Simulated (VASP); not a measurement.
Pd (fcc) is relaxed at rising pressure, each step from the one before. Symmetry mostly holds the structure type, and other phases were not tried. The mesh follows the cell, and a change of mesh leaves a small step in the series.

Input:

Pd has the cubic space group Fm-3m (No. 225), the fcc (Cu type) structure, Pearson symbol cF4. Conventional cell: a = b = c = 3.8738 Å, α = β = γ = 90.00°. Pd on 4a is surrounded by 12 Pd at 2.739 Å (cuboctahedral). (Neighbours: up to the widest gap in distance over summed covalent radii, below 1.35, at either atom.)
(The calculation used a cell of 1 atom; values per cell refer to that cell.)

These are PBEsol GGA, VASP's PBE PAW potentials (set 64) (plane waves; VASP 6.6.1) values and carry that method's errors. Settings: 500 eV cut-off, 16×16×16 Γ-centred mesh, first-order Methfessel-Paxton smearing of 0.10 eV, potentials Pd.

```
P (GPa)  V (Å³/atom)  H − H(0) (eV/atom)  space group  gap on the mesh (eV)    k-mesh
-------  -----------  ------------------  -----------  --------------------  --------
0              14.53               0.000        Fm-3m                  0.00  16×16×16
5              14.21               0.448        Fm-3m                  0.00  16×16×16
10             13.92               0.887        Fm-3m                  0.00  16×16×16
20             13.42               1.743        Fm-3m                  0.00  17×17×17
30                 …                   …        Fm-3m                  0.00  17×17×17
45                 …                   …        Fm-3m                  0.00  17×17×17
```

Problem. Fill in the missing entries.

Solution. 
- 30, V (Å³/atom): 13.02
- 30, H − H(0) (eV/atom): 2.568
- 45, V (Å³/atom): 12.53
- 45, H − H(0) (eV/atom): 3.763

Pressures at which the relaxation failed are left out.

The compound is Pd in the fcc structure.
